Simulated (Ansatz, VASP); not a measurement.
One calculation of TiAl4Ni3, two programs

```
Ti Al Ni
1.0
     2.86889    0.00000    0.00000
     0.00000    2.86889    0.00000
     0.00000    0.00000   12.77781
Ti Al Ni
1 4 3
Cartesian
  1.4344 1.4344 0.0000
  0.0000 0.0000 10.8064
  0.0000 0.0000 1.9714
  0.0000 0.0000 4.9121
  0.0000 0.0000 7.8658
  1.4344 1.4344 3.4490
  1.4344 1.4344 6.3889
  1.4344 1.4344 9.3288
```

Alike in both runs: functional PBE; k mesh 6 × 6 × 2; occupations gaussian, width 0.1 eV; no spin polarisation.

Ansatz relaxed the structure, and its values are those at the end. VASP's run is a single point on that final structure, the one shown.

```csv
,VASP,Ansatz
version,VASP 6.6.1,Ansatz 0.2.0
potentials or method,"VASP PAW PBE potentials, release 64 (Ti_sv, Al, Ni)","scalar-relativistic, plane waves, PAW"
plane-wave cutoff (eV),520,420
valence electrons in the cell,54,78
```

|  | VASP | Ansatz | Ansatz less VASP |
| --- | --- | --- | --- |
| gap on the k mesh at the Fermi level (eV) | none | none | - |
| pressure (GPa) | -0.2 | -0.2 | +0.02 |
| rms of the force components (eV/Å) | 0.004 | 0.005 | +0.0003 |

A gap of «none» marks a metal or a gap that the smearing closes. The functional is the same, so the differences come from potentials, cutoffs and numerics. The two sets of potentials don't hold the same shells in valence.

Caveats: the k mesh is coarse (spacing up to 0.37 Å⁻¹), so the values aren't converged. Spin polarisation is off, so any magnetic state and its effect on volume and gap are missing.
